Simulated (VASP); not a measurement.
Given:

```yaml
crystal:
  lattice:
    - [0.00000, 2.10877, 2.10877]
    - [2.10877, 0.00000, 2.10877]
    - [8.36692, 8.36692, 0.06818]
  atoms:
    - { symbol: Zr, position: [0.00000, 0.00000, 0.00000] }
    - { symbol: N, position: [0.47101, 0.47101, 0.14674] }
    - { symbol: N, position: [0.48888, 0.48888, 0.38334] }
    - { symbol: N, position: [0.51112, 0.51112, 0.61666] }
    - { symbol: N, position: [0.52899, 0.52899, 0.85326] }
    - { symbol: V, position: [0.98329, 0.98329, 0.26253] }
    - { symbol: V, position: [0.00000, 0.00000, 0.50000] }
    - { symbol: V, position: [0.01671, 0.01671, 0.73747] }
```

These are PBEsol GGA, VASP's PBE PAW potentials (set 64) (plane waves; VASP 6.6.1) values and carry that method's errors. Numerical set-up: 520 eV cut-off, 14×14×4 Γ-centred mesh, tetrahedra with Blöchl corrections, potentials Zr_sv N V_sv.

The cores are frozen, which limits the accuracy of field gradients.

Give the principal components of the electric field gradient (V/Å²) and the asymmetry η at each nucleus.

```tsv
atom	Vxx	Vyy	Vzz	η
Zr1	14.4	14.4	-28.8	0.00
N2	-0.2	-0.2	0.4	-
N3	1.4	1.4	-2.7	0.00
N4	1.4	1.4	-2.7	0.00
N5	-0.2	-0.2	0.4	-
V6	4.1	4.1	-8.1	0.00
V7	-0.9	-0.9	1.8	0.00
V8	4.1	4.1	-8.1	0.00
```

The structure was generated: V3ZrN4 was put into an ordered model structure (R-3m), which need not be its known phase. It was relaxed first. The run is not spin-polarised, so no magnetic state was tried.
